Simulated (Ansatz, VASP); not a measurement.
## Sn2Ir in VASP and in Ansatz

```xyz
3
Lattice="0.0000 3.1835 3.1835 3.1835 0.0000 3.1835 3.1835 3.1835 0.0000" Properties=species:S:1:pos:R:3 pbc="T T T"
Sn    4.7753    4.7753    4.7753
Sn    1.5918    1.5918    1.5918
Ir    0.0000    0.0000    0.0000
```

Alike in both runs: functional LDA; k mesh 10 × 10 × 10; occupations fermi-dirac, width 0.05 eV; no spin polarisation.

Ansatz relaxed the structure, and its values are those at the end. VASP's run is a single point on that final structure, the one shown.

```csv
,VASP,Ansatz
version,VASP 6.6.1,Ansatz 0.2.0
potentials or method,"VASP PAW LDA potentials, release 64 (Sn_d, Ir)","PAW with Ansatz's default frozen-core files, scalar-relativistic"
plane-wave cutoff (eV),520,420
valence electrons in the cell,37,45
```

|  | VASP | Ansatz | Ansatz less VASP |
| --- | --- | --- | --- |
| pressure (GPa) | -3.5 | -3.8 | -0.28 |

The two sets of potentials don't hold the same shells in valence. Ansatz warned: «stress_scf_threshold_loose».

The runs have no spin-orbit coupling, so splittings on Ir are missing.
